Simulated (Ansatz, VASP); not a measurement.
# PtS2: VASP beside Ansatz, part 2 of 2

Aim: how closely do two programs agree when they are given the same cell, functional and k mesh? The structure shown is the start of the Ansatz relaxation below; VASP solves that cell, so the two are compared at the walk's first step.

VASP 6.6.1 and Ansatz 0.2.0.

So far. Step 3 (VASP: single point, PBE, start cell, pair 1): The run ends at a pressure of -0.79 GPa, with forces up to 0.28 eV/Å.

**7. VASP: single point, PBE, start cell, pair 2**

Level of this step: PBE; plane waves and PAW (Pt, S) (VASP).

The same cell, functional, mesh and smearing now go to VASP, with its own data sets.

Contents of INCAR:

```
SYSTEM = PtS2
PREC = Accurate
ENCUT = 400
EDIFF = 1E-06
NELM = 120
ISMEAR = 1
SIGMA = 0.2
LREAL = .FALSE.
ALGO = Normal
GGA = PE
NBANDS = 17
LASPH = .TRUE.
LORBIT = 11
LWAVE = .FALSE.
LCHARG = .FALSE.
ISIF = 2
LDIPOL = .TRUE.
IDIPOL = 3
DIPOL = 0.5 0.5 0.333
LVHAR = .TRUE.
GGA_COMPAT = .FALSE.
NELMDL = -8
KPAR = 2
```

Contents of POSCAR:

```
PtS2
1.0
    3.4852388710      0.0000000000      0.0000000000
   -1.7426194355      3.1088545625      0.0000000000
    0.0000000000      0.0000000000     30.0000000000
Pt S
1 2
Direct
    0.3456285839      0.6912571678      0.3333333333
    0.6605189274      0.3210378549      0.3788966333
    0.6605189274      0.3210378549      0.2877700333
```

Contents of KPOINTS:

```
Automatic mesh
0
Gamma
15 15 1
0 0 0
```

PAW data sets: Pt and S (PBE family, release 64).

On the command line:

```
$ mpirun -np 2 vasp_std
```

Numbers of over 12 decimals in the logs are rounded to 6 here.

Log:

```text
[... set-up lines as in an earlier step ...]
 entering main loop
       N       E                     dE             d eps       ncg     rms          rms(c)
DAV:   1     0.163612303374E+03    0.16361E+03   -0.61258E+03  2176   0.742E+02
DAV:   2     0.411886439397E+01   -0.15949E+03   -0.15100E+03  3637   0.155E+02
DAV:   3    -0.143187561460E+02   -0.18438E+02   -0.18232E+02  2722   0.672E+01
DAV:   4    -0.147001942962E+02   -0.38144E+00   -0.37533E+00  2936   0.113E+01
[...]
DAV:  22    -0.136610210139E+02   -0.12606E-05   -0.53393E-08  2405   0.103E-03    0.800E-04
DAV:  23    -0.136610225703E+02   -0.15564E-05   -0.87039E-08  1891   0.737E-04    0.697E-04
DAV:  24    -0.136610229339E+02   -0.36358E-06   -0.10899E-08  2441   0.506E-04
   1 F= -.13661023E+02 E0= -.13660902E+02  d E =-.362783E-03
```

From OUTCAR (step 7):

```text
  Total       -0.9348142     -0.7923000     -0.4994840      0.0000000      0.0000000      0.0000000
  in kB       -4.6076731     -3.9052246     -2.4619427      0.0000000      0.0000000      0.0000000
  external PRESSURE =      -3.6582801 kB  Pullay stress =       0.0000000 kB

 POSITION                                       TOTAL-FORCE (eV/Angst)
 -----------------------------------------------------------------------------------
      0.00000      2.14902     10.00000         0.000000      0.112686      0.000000
      1.74262      0.99806     11.36690        -0.000000     -0.056343     -0.173068
      1.74262      0.99806      8.63310        -0.000000     -0.056343      0.173068
 -----------------------------------------------------------------------------------
    total drift:                                0.000001     -0.000027     -0.000030

  FREE ENERGIE OF THE ION-ELECTRON SYSTEM (eV)
  ---------------------------------------------------
  free  energy   TOTEN  =       -13.6610229339 eV

  energy  without entropy=      -13.6606601511  energy(sigma->0) =      -13.66090201

[... 3 further parts left out ...]
[key lines of the parts left out:]
E-fermi :  -3.1324
```

The run ends at a pressure of -0.37 GPa, with forces up to 0.18 eV/Å.

**8. Comparison**

What differs besides the data sets and the points named for the pairs above, as far as they apply: the data sets hold 30 valence electrons in Ansatz (on its PAW soft_1 files) and 22 in VASP. Total energies have different zeros and are not compared.

Forces (eV/Å; atoms numbered as in POSCAR):

```csv
atom,"Ansatz x, y, z","VASP x, y, z"
Pt1,"0.000, 0.104, 0.000","0.000, 0.113, 0.000"
S2,"0.000, -0.052, -0.131","0.000, -0.056, -0.173"
S3,"0.000, -0.052, 0.131","0.000, -0.056, 0.173"
```

The forces differ by 20 meV/Å r.m.s., which is 21.7 % of the r.m.s. force of 0.094 eV/Å (both taken over all components). With vacuum in the cell, a pressure given here is an average over mostly empty space and none of the material.

**9. Ansatz: relaxation, PBE**

The two programs are compared at the cell with which this relaxation starts, whose forces are those of its first step.

The structure compared here is the start of the Ansatz relaxation; VASP solves that cell, so the two are compared at the walk's first step.

Contents of input.yaml:

```yaml
crystal:
  lattice:
    - [3.6246484258, 0.0, 0.0]
    - [-1.8123242129, 3.0183054005, 0.0]
    - [0.0, 0.0, 30.0]
  atoms:
    - { symbol: Pt, position: [0.3143392473, 0.6286784947, 0.3333333333] }
    - { symbol: S, position: [0.6761637097, 0.3523274194, 0.378522922] }
    - { symbol: S, position: [0.6761637097, 0.3523274194, 0.2881437446] }
  periodic: [true, true, false]
kpoints:
  mp_grid: { grid: [15, 15, 1] }
hamiltonian:
  xc: pbe
  pseudopotentials: { kind: paw, azcp: { folder: soft_1 } }
scf:
  occupations: { method: methfessel_paxton, width: 0.2 }
output:
  forces: true
  stress: true
  eigenvalues: true
relax:
  adjacent_minimum: "off"
  f_tol: 0.001
  max_steps: 60
```

On the command line:

```
$ ansatz run input.yaml --threads 4 --pin off --max-ram 16384MiB --backend cpu --events-out ev --progress --plain --runs-dir out
```

Log:

```text
[...]
Crystal: 3 atoms, lattice volume = 328.209 Å³
Basis set: ecut = 420 eV, 6357 PW (Γ), exchange–correlation on 50×48×432 points (8 copies of the dense FFT grid, shifted against one another)
Bands: 19, of which v1, the nominal top of the filled ones, is band 15 counted from 1 (14 counted from 0)
Symmetry: 4 space group operations
[...]
--- Relaxed structure (5 steps of the walk, 5 accepted, 0 SCFs on fresh bases) ---
  F+E_penalty+E_count = -14328.15012023 eV   max|allowed force component| = 3.713e-4 eV/Å
  cell:  # Å, volume = 328.2089 Å³
    - [3.6246484258, 0.0, 0.0]
    - [-1.8123242129, 3.0183054005, 0.0]
    - [0.0, 0.0, 30.0]
  atoms:
    - { symbol: Pt, position: [0.313004, 0.626009, 0.333333] }
    - { symbol: S, position: [0.676831, 0.353662, 0.378113] }
    - { symbol: S, position: [0.676831, 0.353662, 0.288554] }
[key lines of the parts left out:]
SCF converged after 5 iterations
Free energy (F): -14328.150120 eV
Fermi energy:    -5.228459 eV
P = ½ c Tr σ = -0.7287 N/m
```

**10. VASP: single point, PBE, start cell, pair 3**

The same cell, functional, mesh and smearing now go to VASP, with its own data sets.

INCAR is that of step 7.

Contents of POSCAR:

```
PtS2
1.0
    3.6246484258      0.0000000000      0.0000000000
   -1.8123242129      3.0183054005      0.0000000000
    0.0000000000      0.0000000000     30.0000000000
Pt S
1 2
Direct
    0.3143392978      0.6286785955      0.3333333333
    0.6761637507      0.3523275013      0.3785229333
    0.6761637507      0.3523275013      0.2881437333
```

KPOINTS is that of step 7.

On the command line:

```
$ mpirun -np 2 vasp_std
```

Log:

```text
[... set-up lines as in an earlier step ...]
 entering main loop
       N       E                     dE             d eps       ncg     rms          rms(c)
DAV:   1     0.164033609543E+03    0.16403E+03   -0.61645E+03  2184   0.743E+02
DAV:   2     0.449623036591E+01   -0.15954E+03   -0.15190E+03  3678   0.154E+02
DAV:   3    -0.143481980723E+02   -0.18844E+02   -0.18646E+02  2697   0.677E+01
DAV:   4    -0.147048606296E+02   -0.35666E+00   -0.35578E+00  2943   0.112E+01
[...]
DAV:  22    -0.136586705145E+02   -0.24127E-05   -0.79355E-08  2316   0.114E-03    0.695E-04
DAV:  23    -0.136586723387E+02   -0.18242E-05   -0.83410E-08  2007   0.716E-04    0.661E-04
DAV:  24    -0.136586728785E+02   -0.53981E-06   -0.12202E-08  2439   0.524E-04
   1 F= -.13658673E+02 E0= -.13657901E+02  d E =-.231428E-02
```

OUTCAR, selected parts (step 10):

```text
  Total       -1.2853913     -0.6088266     -0.5123567      0.0000000      0.0000000      0.0000000
  in kB       -6.2747385     -2.9720347     -2.5011093      0.0000000      0.0000000      0.0000000
  external PRESSURE =      -3.9159608 kB  Pullay stress =       0.0000000 kB

 POSITION                                       TOTAL-FORCE (eV/Angst)
 -----------------------------------------------------------------------------------
      0.00000      1.89754     10.00000        -0.000000     -0.068007      0.000000
      1.81232      1.06343     11.35569         0.000000      0.034003     -0.179309
      1.81232      1.06343      8.64431         0.000000      0.034003      0.179309
 -----------------------------------------------------------------------------------
    total drift:                               -0.000000     -0.000241      0.000000

  FREE ENERGIE OF THE ION-ELECTRON SYSTEM (eV)
  ---------------------------------------------------
  free  energy   TOTEN  =       -13.6586728785 eV

  energy  without entropy=      -13.6563586013  energy(sigma->0) =      -13.65790145

[... 1 part as in an earlier step ...]

[... 2 further parts left out ...]
[key lines of the parts left out:]
E-fermi :  -3.2026
```

The run ends at a pressure of -0.39 GPa, with forces up to 0.18 eV/Å.

**11. Differences**

What differs besides the data sets and the points named for the pairs above, as far as they apply: the data sets hold 30 valence electrons in Ansatz (on its PAW soft_1 files) and 22 in VASP. Total energies have different zeros and are not compared.

Forces (eV/Å; atoms numbered as in POSCAR):

```
atom        Ansatz x, y, z          VASP x, y, z
 Pt1  0.000, -0.055, 0.000  0.000, -0.068, 0.000
  S2  0.000, 0.028, -0.135  0.000, 0.034, -0.179
  S3   0.000, 0.028, 0.135   0.000, 0.034, 0.179
```

The forces differ by 22 meV/Å r.m.s., which is 24.2 % of the r.m.s. force of 0.089 eV/Å (both taken over all components). With vacuum in the cell, a pressure given here is an average over mostly empty space and none of the material.

**12. Outcome**

```
r.m.s. force difference (single point, PBE, start cell, pair 1) : 23 meV/Å
r.m.s. force difference (single point, PBE, start cell, pair 2) : 20 meV/Å
r.m.s. force difference (single point, PBE, start cell, pair 3) : 22 meV/Å
```

What this shows: The r.m.s. force difference is 23 meV/Å (single point, PBE, start cell, pair 1), beyond the 12 meV/Å picked in this series as the mark of a large difference. The data sets hold unlike numbers of valence electrons (30 in Ansatz and 22 in VASP), so part of the differences comes from the potentials. Single point, PBE, start cell, pair 1, VASP with the data sets Pt_sv_GW and S and a cutoff of 430 eV: r.m.s. force difference goes from 23 to 13 meV/Å. What causes the difference of the single point, PBE, start cell, pair 2 pair stays open here. What causes the difference of the single point, PBE, start cell, pair 3 pair stays open here. 13 further runs of this series are not shown here. How closely two codes agree says nothing of how well the functional describes the real material.

[Lines on the potential files, build, host, timing and source positions are cut from VASP's logs without a mark.]

[Logs are printed without paths, hosts, clocks, repeated set-up lines and the standing remarks that a program may print on its own settings, such as how far it seeks lower states.]

[Hosts, paths, dates, database ids (printed as entryN), source tags and the programs' standing remarks are cut or masked in the printed files.]
